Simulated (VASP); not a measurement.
All values below come from PBE GGA, VASP's PBE PAW potentials (set 64) (plane waves; VASP 6.6.1).

The input files of a VASP run:

**POSCAR**
```
CdS
6.0036280
  0.0000000000   0.5000000000   0.5000000000
  0.5000000000   0.0000000000   0.5000000000
  0.5000000000   0.5000000000   0.0000000000
Cd S
1 1
Direct
  0.0000000000   0.0000000000   0.0000000000
  0.2500000000   0.2500000000   0.2500000000
```

### INCAR
```
LASPH  =  .True.   # aspherical one-centre terms
LWAVE  =  .False.
LCHARG  =  .False.
PREC  =  Accurate
ISMEAR  =  0   # Gaussian
NELM  =  100
ISIF  =  2
SYSTEM  =  CdS
ALGO  =  Normal   # blocked Davidson
GGA  =  PE   # PBE
SIGMA  =  0.05   # width (eV)
EDIFF  =  1E-6
LMAXMIX  =  4   # l cut-off of mixed one-centre charges
LREAL  =  .False.   # projection in real space or not
NBANDS  =  17
ENCUT  =  300
```

File KPOINTS:
```
Regular mesh
0
gamma
 5 5 5
```

POTCAR, in this order: Cd S (PBE.64 set). Program: vasp_std.

Output of the run:

OUTCAR:
```
 ion  position               nearest neighbor table
   1  0.000  0.000  0.000-   2 2.60   2 2.60   2 2.60   2 2.60
   2  0.250  0.250  0.250-   1 2.60   1 2.60   1 2.60   1 2.60
  LATTYP: Found a face centered cubic cell.
 ALAT       =     6.0036280000
 Subroutine PRICEL returns:
 Original cell was already a primitive cell.
 Subroutine GETGRP returns: Found 24 space group operations
The static configuration has the point symmetry T_d .
The dynamic configuration has the point symmetry T_d .
 Subroutine INISYM returns: Found 24 space group operations
 Subroutine IBZKPT returns following result:
 Found     10 irreducible k-points:

 Following reciprocal coordinates:
            Coordinates               Weight
  0.000000  0.000000  0.000000      1.000000
  0.200000  0.000000  0.000000      8.000000
  0.400000  0.000000  0.000000      8.000000
  0.200000  0.200000  0.000000      6.000000
  0.400000  0.200000  0.000000     24.000000
 -0.400000  0.200000  0.000000     24.000000
 -0.200000  0.200000  0.000000     12.000000
  0.400000  0.400000  0.000000      6.000000
 -0.400000  0.400000  0.000000     12.000000
 -0.400000  0.400000  0.200000     24.000000
   k-points           NKPTS =     10   k-points in BZ     NKDIM =     10   number of bands    NBANDS=     17
   number of dos      NEDOS =    301   number of ions     NIONS =      2
   total plane-waves  NPLWV =  13824
   dimension x,y,z NGX =    24 NGY =   24 NGZ =   24
   dimension x,y,z NGXF=    48 NGYF=   48 NGZF=   48
   ions per type =               1   1
   PREC   = accura    normal or accurate (medium, high low for compatibility)
   ISTART =      0    job   : 0-new  1-cont  2-samecut
   ICHARG =      2    charge: 1-file 2-atom 10-const
   ISPIN  =      1    spin polarized calculation?
   LNONCOLLINEAR =      F non collinear calculations
   LSORBIT =      F    spin-orbit coupling
   INIWAV =      1    electr: 0-lowe 1-rand  2-diag
   ENCUT  =  300.0 eV  22.05 Ry    4.70 a.u.   6.00  6.00  6.00*2*pi/ulx,y,z
   NELM   =    100;   NELMIN=  2; NELMDL= -5     # of ELM steps
   EDIFF  = 0.1E-05   stopping-criterion for ELM
   LREAL  =      F    real-space projection
   NLSPLINE    = F    spline interpolate recip. space projectors
   LMAXMIX     =    4 max onsite mixed and CHGCAR
   VOSKOWN=      0    Vosko Wilk Nusair interpolation
   EDIFFG = 0.1E-04   stopping-criterion for IOM
   NSW    =      0    number of steps for IOM
   NBLOCK =      1;   KBLOCK =      1    inner block; outer block
   IBRION =     -1    ionic relax: 0-MD 1-quasi-New 2-CG
   NFREE  =      0    steps in history (QN), initial steepest desc. (CG)
   ISIF   =      2    stress and relaxation
   ISYM   =      2    0-nonsym 1-usesym 2-fastsym
   TEIN   =    0.0    initial temperature
   TEBEG  =    0.0;   TEEND  =   0.0 temperature during run
   SMASS  =  -3.00    Nose mass-parameter (am)
   PSTRESS=    0.0 pullay stress
   NELECT =      18.0000    total number of electrons
   EFERMI =   0.00;   METHOD = LEGACY
   ISMEAR =     0;   SIGMA  =   0.05  broadening in eV -4-tet -1-fermi 0-gaus
   IALGO  =     38    algorithm
   LDIAG  =      T    sub-space diagonalisation (order eigenvalues)
   IMIX   =      4    mixing-type and parameters
     AMIX     =   0.40;   BMIX     =  1.00
     AMIX_MAG =   1.60;   BMIX_MAG =  1.00
     AMIN     =   0.10
   GGA     = PE    functional components
   VOSKOWN =     0    Vosko Wilk Nusair interpolation
   LHFCALC =     F    Hartree Fock is set to
   LHFONE  =     F    Hartree Fock one center treatment
   AEXX    =    0.0000 exact exchange contribution
   IVDW    =     0    specifies the selected vdW correction
   LEPSILON=     F    determine dielectric tensor
   LRPA    =     F    only Hartree local field effects (RPA)
  energy-cutoff  :      300.00
...
```

### OSZICAR
```
       N       E                     dE             d eps       ncg     rms          rms(c)
DAV:   1     0.723099064753E+02    0.72310E+02   -0.67904E+03   364   0.616E+02
DAV:   2    -0.412668633985E+01   -0.76437E+02   -0.73230E+02   422   0.189E+02
DAV:   3    -0.667939766698E+01   -0.25527E+01   -0.25458E+01   387   0.351E+01
DAV:   4    -0.669592288893E+01   -0.16525E-01   -0.16522E-01   437   0.270E+00
DAV:   5    -0.669610076421E+01   -0.17788E-03   -0.17787E-03   395   0.258E-01    0.722E+00
DAV:   6    -0.614556986810E+01    0.55053E+00   -0.80272E-01   460   0.976E+00    0.590E+00
DAV:   7    -0.612559501937E+01    0.19975E-01   -0.16713E-01   383   0.255E+00    0.290E+00
DAV:   8    -0.612509643481E+01    0.49858E-03   -0.13349E-02   360   0.122E+00    0.258E-01
DAV:   9    -0.612515314448E+01   -0.56710E-04   -0.12772E-03   402   0.442E-01    0.776E-02
DAV:  10    -0.612532164356E+01   -0.16850E-03   -0.19509E-04   360   0.106E-01    0.733E-02
DAV:  11    -0.612540917239E+01   -0.87529E-04   -0.12808E-04   357   0.665E-02    0.269E-02
DAV:  12    -0.612540667657E+01    0.24958E-05   -0.69700E-06   361   0.241E-02    0.591E-03
DAV:  13    -0.612540755947E+01   -0.88290E-06   -0.17840E-06   373   0.741E-03
   1 F= -.61254076E+01 E0= -.61254076E+01  d E =-.965506E-14
```

File OUTCAR:
```
------------------------ aborting loop because EDIFF is reached ----------------------------------------
  FORCE on cell =-STRESS in cart. coord.  units (eV):
  Direction    XX          YY          ZZ          XY          YZ          ZX
  --------------------------------------------------------------------------------------
  Total       -0.5878726     -0.5878726     -0.5878726      0.0000000      0.0000000     -0.0000000
  in kB      -17.4105484    -17.4105484    -17.4105484      0.0000000      0.0000000     -0.0000000
  external PRESSURE =     -17.4105484 kB  Pullay stress =       0.0000000 kB
  volume of cell :       54.10
      direct lattice vectors                 reciprocal lattice vectors
     0.000000000  3.001814000  3.001814000    -0.166565950  0.166565950  0.166565950
     3.001814000  0.000000000  3.001814000     0.166565950 -0.166565950  0.166565950
     3.001814000  3.001814000  0.000000000     0.166565950  0.166565950 -0.166565950
  FREE ENERGIE OF THE ION-ELECTRON SYSTEM (eV)
  ---------------------------------------------------
  free  energy   TOTEN  =        -6.1254075595 eV

  energy  without entropy=       -6.1254075595  energy(sigma->0) =       -6.12540756
```
(Selected blocks of OUTCAR.)

OUTCAR:
```
 val. band max:        0.6269148047   @ k =   0.0000   0.0000   0.0000

 cond. band min:       1.5706022116   @ k =   0.0000   0.0000   0.0000


 Fermi energy:         0.8767821057

 k-point     1 :       0.0000    0.0000    0.0000
  band No.  band energies     occupation
      1     -11.2566      2.00000
      2      -6.8219      2.00000
      3      -6.8219      2.00000
      4      -6.8219      2.00000
      5      -6.4495      2.00000
      6      -6.4495      2.00000
      7       0.6269      2.00000
      8       0.6269      2.00000
      9       0.6269      2.00000
     10       1.5706      0.00000
     11       7.1679      0.00000
     12       7.1679      0.00000
     13       7.1679      0.00000
     14      11.5779      0.00000
     15      11.9911      0.00000
     16      11.9911      0.00000
     17      13.7172      0.00000

 k-point     2 :       0.2000    0.0000    0.0000
  band No.  band energies     occupation
      1     -11.1356      2.00000
      2      -6.7814      2.00000
      3      -6.7814      2.00000
      4      -6.6877      2.00000
      5      -6.4488      2.00000
      6      -6.4488      2.00000
      7      -1.1507      2.00000
      8       0.3900      2.00000
      9       0.3900      2.00000
     10       2.9468      0.00000
     11       6.7572      0.00000
     12       7.5327      0.00000
     13       7.5327      0.00000
     14      11.1580      0.00000
     15      11.1580      0.00000
     16      12.0030      0.00000
     17      14.1164      0.00000

 k-point     3 :       0.4000    0.0000    0.0000
  band No.  band energies     occupation
      1     -10.9395      2.00000
      2      -6.7324      2.00000
      3      -6.7324      2.00000
      4      -6.4269      2.00000
      5      -6.4269      2.00000
      6      -6.2659      2.00000
      7      -2.9645      2.00000
      8       0.0451      2.00000
      9       0.0451      2.00000
     10       3.4767      0.00000
     11       7.5421      0.00000
...
```

At this cut-off the stress carries a Pulay error, which pulls relaxed volumes low.

The structure comes from a computed database's CdS entry; how it stands against other phases isn't given here. The cell was not relaxed at this level. The run is one of a series of settings (NBANDS = 17 against the base run), some of them coarse on purpose.
